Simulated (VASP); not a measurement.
**TlPb (space group R-3m): computed properties**

Computed with PBEsol GGA, VASP's PBE PAW potentials (set 64) (plane waves; VASP).

- space group: R-3m (166)
- cell: a = 3.469 Å, b = 3.469 Å, c = 16.802 Å, α = 90.00°, β = 90.00°, γ = 120.00°
- volume per atom: 29.19 Å³/atom
- band gap (over mesh and band path): none (metal, semimetal or under 0.01 eV)
- density: 11.71 g/cm³

Space group R-3m, hexagonal axes (No. 166); a = 3.4691 Å, b = 3.4691 Å, c = 16.8017 Å, α = 90.00°, β = 90.00°, γ = 120.00°

| atom | site | symmetry | x | y | z |
|---|---|---|---|---|---|
| Tl | 3b | -3m | 0.0000 | 0.0000 | 0.5000 |
| Pb | 3a | -3m | 0.0000 | 0.0000 | 0.0000 |
(The calculation used a cell of 2 atoms; values per cell refer to that cell.)

Unless said otherwise, spin-orbit coupling is left out, though it shifts the bands of the heavy elements here.

The structure comes from a computed database's TlPb entry (R-3m); how it stands against other phases isn't given here. It was relaxed first. Symmetry was kept, so distortions that lower it aren't found. The electron count is odd and the run is not spin-polarised, which forces a metal.
